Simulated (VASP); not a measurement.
Consider the following.

```xyz
4
Lattice="3.2204 0.0000 0.0000 -1.6102 2.7889 0.0000 0.0000 0.0000 5.0727" Properties=species:S:1:pos:R:3 pbc="T T T"
Mg     0.0000     1.8593     2.5211
Zn     1.6102     0.9296     0.0166
O      0.0000     1.8593     4.4814
O      1.6102     0.9296     1.9697
```

Level of theory: LDA (Ceperley-Alder, Perdew-Zunger) with spin-orbit coupling, VASP's LDA PAW potentials (set 64) (plane waves; VASP). Numerical set-up: 520 eV cut-off, 7×7×4 Γ-centred mesh, Gaussian smearing of 0.050 eV, potentials Mg Zn O.

**Question.** Estimate the energy per atom (σ→0), band gap (over mesh and band path) with the smallest direct gap where there is one.

**Answer.** 
```json
{
 "band gap (over mesh and band path)": "1.82 eV",
 "smallest direct gap (over mesh and band path)": "1.82 eV",
 "energy per atom (σ→0)": "-5.952 eV/atom"
}
```

Total energies compare only between runs with the same potentials, cut-off and functional.

The structure comes from a computed database's MgZnO2 entry (P3m1); how it stands against other phases isn't given here. It was relaxed first, which changed the volume by -8 %.
